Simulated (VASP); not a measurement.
Crystal: InAs.

```
In As
1.0
     0.00000    3.01800    3.01800
     3.01800    0.00000    3.01800
     3.01800    3.01800    0.00000
In As
1 1
Direct
  0.00000 0.00000 0.00000
  0.25000 0.25000 0.25000
```

```yaml
Program: VASP 6.6.1
Task: relaxation of cell and atoms
Functional: PBEsol
Potentials_or_basis: VASP PAW PBE potentials, release 64 (In_d, As)
Cutoff: 600 eV
k_mesh: 10 × 10 × 10
Occupations: gaussian, width 0.03 eV
Spin: no spin polarisation
```

At the start: pressure 1.6 GPa; volume 27.49 Å³/atom.

How do energy, volume and symmetry change on relaxing?

Over 3 steps the energy falls by 3.7 meV/atom and the volume is 28.25 Å³/atom (+2.8 %); space group F-43m (No. 216, to 0.05 Å).

The path:
| step | energy change (eV) | largest force (eV/Å) | pressure (GPa) | volume (Å³) |
| --- | --- | --- | --- | --- |
| 1 | 0.0000 | 0.0000 | 1.62 | 54.98 |
| 2 | -0.0059 | 0.0000 | -0.70 | 57.21 |
| 3 | -0.0075 | 0.0000 | 0.01 | 56.49 |

Final structure:
```
In As
1.0
     0.00000    3.04545    3.04545
     3.04545    0.00000    3.04545
     3.04545    3.04545    0.00000
In As
1 1
Direct
  0.00000 0.00000 0.00000
  0.25000 0.25000 0.25000
```

Caveat: the PAW data sets were made with another functional, which shifts forces and pressure a little.
